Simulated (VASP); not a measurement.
Here is the system:

```xyz
7
Lattice="3.6694 0.0000 0.0000 -1.8347 3.1778 0.0000 0.0000 0.0000 8.1035" Properties=species:S:1:pos:R:3 pbc="T T T"
Y      0.0000     2.1185     5.4903
Y      1.8347     1.0593     2.6132
C      0.0000     0.0000     0.0000
N      0.0000     0.0000     1.2167
N      0.0000     0.0000     6.8868
O      0.0000     2.1185     3.2143
O      1.8347     1.0593     4.8892
```

Calculation: PBEsol GGA, VASP's PBE PAW potentials (set 64) (plane waves; VASP). Numerical set-up: 400 eV cut-off, 7×7×3 Γ-centred mesh, Gaussian smearing of 0.010 eV, potentials Y_sv C N O.

The path is coarsely sampled, so an indirect gap can come out somewhat too large.

Question: Give the energies of bands 14 to 27 at the high-symmetry points, in eV from the valence-band maximum.

Answer: 
| band | Γ | M | K | A | L | H |
|---|---|---|---|---|---|---|
| 14 | -4.61 | -5.13 | -4.78 | -4.60 | -5.31 | -4.88 |
| 15 | -4.07 | -4.41 | -4.78 | -4.17 | -4.43 | -4.88 |
| 16 | -4.07 | -4.21 | -4.28 | -4.17 | -4.18 | -4.30 |
| 17 | -3.20 | -3.72 | -2.94 | -2.74 | -3.15 | -2.94 |
| 18 | -3.20 | -2.48 | -2.94 | -2.72 | -2.61 | -2.47 |
| 19 | -2.86 | -2.45 | -2.94 | -2.72 | -2.57 | -2.47 |
| 20 | -2.25 | -1.56 | -1.60 | -2.63 | -1.83 | -1.84 |
| 21 | -2.25 | -1.53 | -1.60 | -2.63 | -1.12 | -1.84 |
| 22 | -0.69 | -1.08 | -0.79 | -0.82 | -1.05 | -0.79 |
| 23 | -0.01 | -0.59 | -0.50 | -0.03 | -0.86 | -0.76 |
| 24 | -0.01 | -0.33 | -0.50 | -0.03 | -0.54 | -0.76 |
| 25 | 3.92 | 4.74 | 4.17 | 4.10 | 4.80 | 4.24 |
| 26 | 5.31 | 5.24 | 5.51 | 5.37 | 5.70 | 5.66 |
| 27 | 5.59 | 5.61 | 5.51 | 5.61 | 5.75 | 5.81 |

The gap is indirect, 3.92 eV, from the valence maximum at Γ-M at 0.20 to the conduction minimum at Γ.

The structure comes from a computed database's Y2CN2O2 entry; how it stands against other phases isn't given here. The cell was not relaxed at this level.
